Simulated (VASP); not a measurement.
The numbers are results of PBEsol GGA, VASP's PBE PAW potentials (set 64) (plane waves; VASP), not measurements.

Input for VASP

INCAR:
```
SYSTEM = RbCaH3
PREC = Accurate
ENCUT = 400
EDIFF = 1E-8
NELM = 100
ALGO = Normal
LREAL = .FALSE.
LASPH = .TRUE.
ISMEAR = 0
SIGMA = 0.01
GGA = PS
LMAXMIX = 4
LWAVE = .FALSE.
LCHARG = .FALSE.
IBRION = 8
NSW = 1
LEPSILON = .TRUE.
```

### KPOINTS
```
Automatic
0
G
  5 5 5
0 0 0
```

**POSCAR**
```
RbCaH3
1
    4.4684749904     0.0000000000     0.0000000000
    0.0000000000     4.4684749904     0.0000000000
    0.0000000000     0.0000000000     4.4684749904
Rb Ca H
1 1 3
Direct
  0.0000000000   0.0000000000   0.0000000000
  0.5000000000   0.5000000000   0.5000000000
  0.5000000000   0.0000000000   0.5000000000
  0.0000000000   0.5000000000   0.5000000000
  0.5000000000   0.5000000000   0.0000000000
```

POTCAR, in this order: Rb_sv Ca_sv H (PBE.64 set). Program: vasp_std.

Output

OUTCAR:
```
 ion  position               nearest neighbor table
   1  0.000  0.000  0.000-   3 3.16   4 3.16   5 3.16   3 3.16   4 3.16   4 3.16   5 3.16   4 3.16
                             3 3.16   5 3.16   3 3.16   5 3.16   2 3.87   2 3.87   2 3.87   2 3.87
   2  0.500  0.500  0.500-   1 3.87   1 3.87   1 3.87   1 3.87   1 3.87   1 3.87   1 3.87   1 3.87
  LATTYP: Found a simple cubic cell.
 ALAT       =     4.4684749904
 Subroutine PRICEL returns:
 Original cell was already a primitive cell.
 Subroutine GETGRP returns: Found 48 space group operations
The static configuration has the point symmetry O_h .
The dynamic configuration has the point symmetry O_h .
 Subroutine INISYM returns: Found 48 space group operations
 Subroutine IBZKPT returns following result:
 Found     10 irreducible k-points:

 Following reciprocal coordinates:
            Coordinates               Weight
  0.000000  0.000000  0.000000      1.000000
  0.200000  0.000000  0.000000      6.000000
  0.400000  0.000000  0.000000      6.000000
  0.200000  0.200000  0.000000     12.000000
  0.400000  0.200000  0.000000     24.000000
  0.400000  0.400000  0.000000     12.000000
  0.200000  0.200000  0.200000      8.000000
  0.400000  0.200000  0.200000     24.000000
  0.400000  0.400000  0.200000     24.000000
  0.400000  0.400000  0.400000      8.000000
 Subroutine IBZKPT_HF returns following result:
   k-points           NKPTS =     10   k-points in BZ     NKDIM =     10   number of bands    NBANDS=     15
   number of dos      NEDOS =    301   number of ions     NIONS =      5
   total plane-waves  NPLWV =  27000
   dimension x,y,z NGX =    30 NGY =   30 NGZ =   30
   dimension x,y,z NGXF=    60 NGYF=   60 NGZF=   60
   ions per type =               1   1   3
   PREC   = accura    normal or accurate (medium, high low for compatibility)
   ISTART =      0    job   : 0-new  1-cont  2-samecut
   ICHARG =      2    charge: 1-file 2-atom 10-const
   ISPIN  =      1    spin polarized calculation?
   LNONCOLLINEAR =      F non collinear calculations
   LSORBIT =      F    spin-orbit coupling
   INIWAV =      1    electr: 0-lowe 1-rand  2-diag
   ENCUT  =  400.0 eV  29.40 Ry    5.42 a.u.   7.29  7.29  7.29*2*pi/ulx,y,z
   NELM   =    100;   NELMIN=  2; NELMDL= -5     # of ELM steps
   EDIFF  = 0.1E-07   stopping-criterion for ELM
   LREAL  =      F    real-space projection
   NLSPLINE    = F    spline interpolate recip. space projectors
   LMAXMIX     =    4 max onsite mixed and CHGCAR
   VOSKOWN=      0    Vosko Wilk Nusair interpolation
   EDIFFG = 0.1E-06   stopping-criterion for IOM
   NSW    =      1    number of steps for IOM
   NBLOCK =      1;   KBLOCK =      1    inner block; outer block
   IBRION =      8    ionic relax: 0-MD 1-quasi-New 2-CG
   NFREE  =      0    steps in history (QN), initial steepest desc. (CG)
   ISIF   =      2    stress and relaxation
   ISYM   =      2    0-nonsym 1-usesym 2-fastsym
   TEIN   =    0.0    initial temperature
   TEBEG  =    0.0;   TEEND  =   0.0 temperature during run
   SMASS  =  -3.00    Nose mass-parameter (am)
   PSTRESS=    0.0 pullay stress
   NELECT =      22.0000    total number of electrons
   EFERMI =   0.00;   METHOD = LEGACY
   ISMEAR =     0;   SIGMA  =   0.01  broadening in eV -4-tet -1-fermi 0-gaus
   IALGO  =     38    algorithm
   LDIAG  =      T    sub-space diagonalisation (order eigenvalues)
   IMIX   =      4    mixing-type and parameters
     AMIX     =   0.40;   BMIX     =  1.00
     AMIX_MAG =   1.60;   BMIX_MAG =  1.00
     AMIN     =   0.10
   GGA     = PS    functional components
   VOSKOWN =     0    Vosko Wilk Nusair interpolation
   LHFCALC =     F    Hartree Fock is set to
   LHFONE  =     F    Hartree Fock one center treatment
   AEXX    =    0.0000 exact exchange contribution
   IVDW    =     0    specifies the selected vdW correction
   LEPSILON=     T    determine dielectric tensor
...
```

### OUTCAR
```


 HEAD OF MICROSCOPIC STATIC DIELECTRIC TENSOR (INDEPENDENT PARTICLE, excluding Hartree and local field effects)
 ------------------------------------------------------
           3.455091     0.000000     0.000000
           0.000000     3.455091     0.000000
           0.000000     0.000000     3.455091
 ------------------------------------------------------

 MACROSCOPIC STATIC DIELECTRIC TENSOR (including local field effects in DFT)
 ------------------------------------------------------
           3.314111     0.000000     0.000000
           0.000000     3.314111     0.000000
           0.000000     0.000000     3.314111
 ------------------------------------------------------

 PIEZOELECTRIC TENSOR (including local field effects)  for field in x, y, z        (e  Angst)
          XX          YY          ZZ          XY          YZ          ZX
  --------------------------------------------------------------------------------
  x     0.00000     0.00000     0.00000     0.00000     0.00000     0.00000
  y     0.00000     0.00000     0.00000     0.00000     0.00000     0.00000
  z     0.00000     0.00000     0.00000     0.00000     0.00000     0.00000

 PIEZOELECTRIC TENSOR (including local field effects)  for field in x, y, z        (C/m^2)
          XX          YY          ZZ          XY          YZ          ZX
  --------------------------------------------------------------------------------
  x     0.00000     0.00000     0.00000     0.00000     0.00000     0.00000
  y     0.00000     0.00000     0.00000     0.00000     0.00000     0.00000
  z     0.00000     0.00000     0.00000     0.00000     0.00000     0.00000

 BORN EFFECTIVE CHARGES (including local field effects) (in |e|, cummulative output)
 ---------------------------------------------------------------------------------
 ion    1
    1     1.09764    -0.00000     0.00000
    2    -0.00000     1.09764    -0.00000
    3     0.00000    -0.00000     1.09764
 ion    2
    1     1.75502     0.00000     0.00000
    2    -0.00000     1.75502    -0.00000
    3    -0.00000     0.00000     1.75502
 ion    3
    1    -0.87332    -0.00000     0.00000
    2    -0.00000    -1.10602     0.00000
    3     0.00000     0.00000    -0.87332
 ion    4
    1    -1.10602     0.00000     0.00000
    2     0.00000    -0.87332     0.00000
    3    -0.00000     0.00000    -0.87332
 ion    5
    1    -0.87332    -0.00000    -0.00000
    2     0.00000    -0.87332     0.00000
    3     0.00000    -0.00000    -1.10602
```
(Selected blocks of OUTCAR.)

The structure comes from a computed database's RbCaH3 entry (Pm-3m); how it stands against other phases isn't given here. It was relaxed first.
